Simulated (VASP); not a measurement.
# LiY3 (Fm-3m) in VASP: single point with PBE

Aim: the single point of LiY3 with PBE.

All numbers are computed with VASP 6.6.1; they aren't measurements. Logs are shortened: lines on timing, memory, paths and dates and some standing lists are left out, and cuts for length are marked.

## Step 1: The crystal as given

Symmetry: Fm-3m, No. 225, cubic system. The conventional cell has a = 7.800 Å, b = 7.800 Å, c = 7.800 Å, α = 90.00°, β = 90.00°, γ = 90.00°. Around Li (site symmetry m-3m) lie 8 Y at 3.38 Å. Around Y (site symmetry -43m) lie 4 Li at 3.38 Å and 4 Y at 3.38 Å. Around Y (site symmetry m-3m) lie 8 Y at 3.38 Å.

The cell comes from a database or a generator and needn't be the stable form of this composition.

## Step 2: Single point, PBE

INCAR reads:

```
SYSTEM = LiY3
  PREC = Accurate
  ENCUT = 520
  EDIFF = 1E-6
  ISMEAR = -1
  SIGMA = 0.1
  LREAL = .False.
  LASPH = .True.
  NELM = 80
  ALGO = Normal
  ISIF = 2
  LWAVE = .False.
  LCHARG = .False.
  GGA = PE
  NBANDS = 26
```

KPOINTS reads:

```
regular mesh
0
Gamma
  5 5 5
  0 0 0
```

POSCAR reads:

```
LiY3
1.0
    0.0000000000      3.8998520000      3.8998520000
    3.8998520000      0.0000000000      3.8998520000
    3.8998520000      3.8998520000      0.0000000000
Li Y
1 3
Direct
    0.0000000000      0.0000000000      0.0000000000
    0.2500000000      0.2500000000      0.2500000000
    0.7500000000      0.7500000000      0.7500000000
    0.5000000000      0.5000000000      0.5000000000
```

Potentials or basis: VASP PAW PBE potentials, release 64 (Li_sv, Y_sv).

Launch:

```sh
$ cat potpaw_PBE.64/Li_sv/POTCAR potpaw_PBE.64/Y_sv/POTCAR > POTCAR
$ mpirun -np 1 vasp_std > vasp.out
```

OUTCAR:

```text
SYSTEM = LiY3
   PREC = Accurate
   ENCUT = 520
   EDIFF = 1E-6
   ISMEAR = -1
   LREAL = .False.
   LASPH = .True.
   NELM = 80
   ISIF = 2
   GGA = PE

 ion  position               nearest neighbor table
   1  0.000  0.000  0.000-   2 3.38   3 3.38   3 3.38   3 3.38   3 3.38   2 3.38   2 3.38   2 3.38

   2  0.250  0.250  0.250-   1 3.38   4 3.38   1 3.38   1 3.38   1 3.38   4 3.38   4 3.38   4 3.38
                             3 3.90   3 3.90   3 3.90   3 3.90   3 3.90   3 3.90
   3  0.750  0.750  0.750-   1 3.38   4 3.38   4 3.38   4 3.38   4 3.38   1 3.38   1 3.38   1 3.38
                             2 3.90   2 3.90   2 3.90   2 3.90   2 3.90   2 3.90
   4  0.500  0.500  0.500-   2 3.38   3 3.38   2 3.38   2 3.38   2 3.38   3 3.38   3 3.38   3 3.38

  LATTYP: Found a face centered cubic cell.
 ALAT       =     7.7997040000

  Lattice vectors:

 A1 = (   0.0000000000,   3.8998520000,   3.8998520000)
 A2 = (   3.8998520000,   0.0000000000,   3.8998520000)
 A3 = (   3.8998520000,   3.8998520000,   0.0000000000)

Analysis of symmetry for initial positions (statically):
=====================================================================
 Subroutine PRICEL returns:
 Original cell was already a primitive cell.

 Routine SETGRP: Setting up the symmetry group for a
 face centered cubic supercell.

 Subroutine GETGRP returns: Found 48 space group operations
 (whereof 48 operations were pure point group operations)
 out of a pool of 48 trial point group operations.

The static configuration has the point symmetry O_h .

Analysis of symmetry for dynamics (positions and initial velocities):
=====================================================================
 Subroutine PRICEL returns:
 Original cell was already a primitive cell.

 Routine SETGRP: Setting up the symmetry group for a
 face centered cubic supercell.

 Subroutine GETGRP returns: Found 48 space group operations
 (whereof 48 operations were pure point group operations)
 out of a pool of 48 trial point group operations.

The dynamic configuration has the point symmetry O_h .

 Subroutine INISYM returns: Found 48 space group operations
 (whereof 48 operations are pure point group operations),
 and found     1 'primitive' translations

----------------------------------------------------------------------------------------

                                     Primitive cell

  volume of cell :     118.6245

  direct lattice vectors                    reciprocal lattice vectors
     0.000000000  3.899852000  3.899852000    -0.128209994  0.128209994  0.128209994
     3.899852000  0.000000000  3.899852000     0.128209994 -0.128209994  0.128209994
     3.899852000  3.899852000  0.000000000     0.128209994  0.128209994 -0.128209994

  length of vectors
     5.515223590  5.515223590  5.515223590     0.222066223  0.222066223  0.222066223

  position of ions in fractional coordinates (direct lattice)
     0.000000000  0.000000000  0.000000000
     0.250000000  0.250000000  0.250000000
     0.750000000  0.750000000  0.750000000
     0.500000000  0.500000000  0.500000000

  ion indices of the primitive-cell ions
   primitive index   ion index
                 1           1
                 2           2
                 3           3
                 4           4

----------------------------------------------------------------------------------------

 KPOINTS: regular mesh

Automatic generation of k-mesh.
 Grid dimensions read from file:
 generate k-points for:    5    5    5

 Generating k-lattice:

  Cartesian coordinates                     Fractional coordinates (reciprocal lattice)
    -0.025641999  0.025641999  0.025641999     0.200000000  0.000000000  0.000000000
     0.025641999 -0.025641999  0.025641999     0.000000000  0.200000000  0.000000000
     0.025641999  0.025641999 -0.025641999     0.000000000  0.000000000  0.200000000

  Length of vectors
     0.044413245  0.044413245  0.044413245

  Shift w.r.t. Gamma in fractional coordinates (k-lattice)
     0.000000000  0.000000000  0.000000000

 Subroutine IBZKPT returns following result:
 ===========================================

 Found     10 irreducible k-points:

 Following reciprocal coordinates:
            Coordinates               Weight
  0.000000  0.000000  0.000000      1.000000
  0.200000  0.000000  0.000000      8.000000
  0.400000  0.000000  0.000000      8.000000
  0.200000  0.200000  0.000000      6.000000
  0.400000  0.200000  0.000000     24.000000
 -0.400000  0.200000  0.000000     24.000000
 -0.200000  0.200000  0.000000     12.000000
  0.400000  0.400000  0.000000      6.000000
 -0.400000  0.400000  0.000000     12.000000
 -0.400000  0.400000  0.200000     24.000000
   k-points           NKPTS =     10   k-points in BZ     NKDIM =     10   number of bands    NBANDS=     26
   number of dos      NEDOS =    301   number of ions     NIONS =      4
   total plane-waves  NPLWV =  74088
   dimension x,y,z NGX =    42 NGY =   42 NGZ =   42
   dimension x,y,z NGXF=    84 NGYF=   84 NGZF=   84
   ions per type =               1   3
   NGX,Y,Z   is equivalent  to a cutoff of  12.66, 12.66, 12.66 a.u.
   NGXF,Y,Z  is equivalent  to a cutoff of  25.32, 25.32, 25.32 a.u.
 SYSTEM =  LiY3
   PREC   = accura    normal or accurate (medium, high low for compatibility)
   ISTART =      0    job   : 0-new  1-cont  2-samecut
   ICHARG =      2    charge: 1-file 2-atom 10-const
   ISPIN  =      1    spin polarized calculation?
   LNONCOLLINEAR =      F non collinear calculations
   LSORBIT =      F    spin-orbit coupling
   LASPH  =      T    aspherical Exc in radial PAW
   ENCUT  =  520.0 eV  38.22 Ry    6.18 a.u.  10.25 10.25 10.25*2*pi/ulx,y,z
   NELM   =     80;   NELMIN=  2; NELMDL= -5     # of ELM steps
   EDIFF  = 0.1E-05   stopping-criterion for ELM
   LREAL  =      F    real-space projection
   EDIFFG = 0.1E-04   stopping-criterion for IOM
   NSW    =      0    number of steps for IOM
   IBRION =     -1    ionic relax: 0-MD 1-quasi-New 2-CG
   NFREE  =      0    steps in history (QN), initial steepest desc. (CG)
   ISIF   =      2    stress and relaxation
   ISYM   =      2    0-nonsym 1-usesym 2-fastsym
   POTIM  = 0.5000    time-step for ionic-motion
   TEBEG  =    0.0;   TEEND  =   0.0 temperature during run
   PSTRESS=    0.0 pullay stress
   NELECT =      36.0000    total number of electrons
   NUPDOWN=      -1.0000    fix difference up-down
   EMIN   =  10.00;   EMAX   =-10.00  energy-range for DOS
   EFERMI =   0.00;   METHOD = LEGACY
   ISMEAR =    -1;   SIGMA  =   0.10  broadening in eV -4-tet -1-fermi 0-gaus
   EFERMI_NEDOS =   21; number of points for ismear=-14 and -15
   IALGO  =     38    algorithm
   IMIX   =      4    mixing-type and parameters
     AMIX     =   0.40;   BMIX     =  1.00
     AMIX_MAG =   1.60;   BMIX_MAG =  1.00
  volume/ion in A,a.u.               =      29.66       200.13
  Fermi-wavevector in a.u.,A,eV,Ry     =   1.100147  2.078977 16.467462  1.210324
  Thomas-Fermi vector in A             =   2.236554
   LORBIT       =      0    0 simple, 1 ext, 2 COOP (PROOUT), +10 PAW based schemes
   GGA     = PE    functional components
   LHFCALC =     F    Hartree Fock is set to
   AEXX    =    0.0000 exact exchange contribution
   IVDW    =     0    specifies the selected vdW correction
   LEPSILON=     F    determine dielectric tensor
   LRPA    =     F    only Hartree local field effects (RPA)
 non-spin polarized calculation
  energy-cutoff  :      520.00
  volume of cell :      118.62
 maximum number of plane-waves:      3218
 NGX is ok and might be reduce to    42
   NGX = 21   NGY = 21   NGZ = 21

 number of electron      36.0000009 magnetization

 Free energy of the ion-electron system (eV)
  ---------------------------------------------------
  ext. energy  EPLUGINS =         0.00000000
  ---------------------------------------------------
  free energy    TOTEN  =       -20.52683637 eV

  energy without entropy =      -20.36437264  energy(sigma->0) =      -20.44560451

 E-fermi :   2.6056     XC(G=0):  -9.0342

 val. band max:        2.5586766622   @ k =   0.4000   0.0000   0.0000
 cond. band min:       2.7776564088   @ k =   0.4000   0.2000   0.0000
 fundamental gap:      0.2189797467
 Fermi energy:         2.6056166191

 k-point     1 :       0.0000    0.0000    0.0000
  band No.  band energies     occupation
      1     -43.0342      2.00000
      2     -40.3362      2.00000
      3     -40.2945      2.00000
      4     -40.1269      2.00000
      5     -20.3852      2.00000
      6     -20.3852      2.00000
[... 18 lines left out ...]
     25       6.0737      0.00000
     26       6.6542      0.00000

 k-point     2 :       0.2000    0.0000    0.0000
  band No.  band energies     occupation
      1     -43.0342      2.00000
      2     -40.3295      2.00000
      3     -40.2966      2.00000
      4     -40.1316      2.00000
      5     -20.4304      2.00000
      6     -20.4198      2.00000
[... 18 lines left out ...]
     25       5.4830      0.00000
     26       6.5485      0.00000

 k-point     3 :       0.4000    0.0000    0.0000
  band No.  band energies     occupation
      1     -43.0342      2.00000
      2     -40.3155      2.00000
      3     -40.3025      2.00000
      4     -40.1400      2.00000
      5     -20.4519      2.00000
      6     -20.4519      2.00000
[... 18 lines left out ...]
     25       4.6135      0.00000
     26       6.5341      0.00000

 k-point     4 :       0.2000    0.2000    0.0000
  band No.  band energies     occupation
      1     -43.0342      2.00000
      2     -40.3274      2.00000
      3     -40.2970      2.00000
      4     -40.1333      2.00000
      5     -20.4612      2.00000
      6     -20.4612      2.00000
[... 18 lines left out ...]
     25       5.6618      0.00000
     26       5.9635      0.00000
[... 90 lines left out ...]
      1     -43.0342      2.00000
      2     -40.3119      2.00000
      3     -40.3010      2.00000
      4     -40.1452      2.00000
      5     -20.5266      2.00000
      6     -20.5266      2.00000
[... 18 lines left out ...]
     25       4.6438      0.00000
     26       5.8638      0.00000

 k-point     9 :      -0.4000    0.4000    0.0000
  band No.  band energies     occupation
      1     -43.0342      2.00000
      2     -40.3076      2.00000
      3     -40.3033      2.00000
      4     -40.1473      2.00000
      5     -20.5215      2.00000
      6     -20.5172      2.00000
[... 18 lines left out ...]
     25       5.2942      0.00000
     26       5.4159      0.00000

 k-point    10 :      -0.4000    0.4000    0.2000
  band No.  band energies     occupation
      1     -43.0342      2.00000
      2     -40.3086      2.00000
      3     -40.3035      2.00000
      4     -40.1460      2.00000
      5     -20.5278      2.00000
      6     -20.4573      2.00000
[... 18 lines left out ...]
     25       5.1864      0.00000
     26       5.6381      0.00000

------------------------ aborting loop because EDIFF is reached ----------------------------------------

  FORCE on cell =-STRESS in cart. coord.  units (eV):
  Direction    XX          YY          ZZ          XY          YZ          ZX
  --------------------------------------------------------------------------------------
  -------------------------------------------------------------------------------------
  Total       -0.0162672     -0.0162672     -0.0162672      0.0000000     -0.0000000      0.0000000
  in kB       -0.2197093     -0.2197093     -0.2197093      0.0000000     -0.0000000      0.0000000
  external PRESSURE =      -0.2197093 kB  Pullay stress =       0.0000000 kB

 VOLUME and BASIS-vectors are now :
 -----------------------------------------------------------------------------
  energy-cutoff  :      520.00
  volume of cell :      118.62
      direct lattice vectors                 reciprocal lattice vectors
     0.000000000  3.899852000  3.899852000    -0.128209994  0.128209994  0.128209994
     3.899852000  0.000000000  3.899852000     0.128209994 -0.128209994  0.128209994
     3.899852000  3.899852000  0.000000000     0.128209994  0.128209994 -0.128209994

 POSITION                                       TOTAL-FORCE (eV/Angst)
 -----------------------------------------------------------------------------------
      0.00000      0.00000      0.00000        -0.000000      0.000000     -0.000000
      1.94993      1.94993      1.94993        -0.000000     -0.000000     -0.000000
      5.84978      5.84978      5.84978         0.000000     -0.000000      0.000000
      3.89985      3.89985      3.89985        -0.000000      0.000000     -0.000000
 -----------------------------------------------------------------------------------
    total drift:                               -0.000000     -0.000000      0.000000

  FREE ENERGIE OF THE ION-ELECTRON SYSTEM (eV)
  ---------------------------------------------------
  free  energy   TOTEN  =       -20.5268363732 eV

  energy  without entropy=      -20.3643726396  energy(sigma->0) =      -20.44560451
```

It took 33 s on 1 thread of Intel Xeon Platinum 8559C (Emerald Rapids), shared host; peak memory 0.27 GiB.

What came out:

* Free energy: -20.5268 eV
* Band gap on the k mesh: none (metal or under the smearing width)

Caveat: the cutoff is under 1.25 times the usual one of these potentials, so pressure, stress and relaxed cells hold a basis-set (Pulay) error.
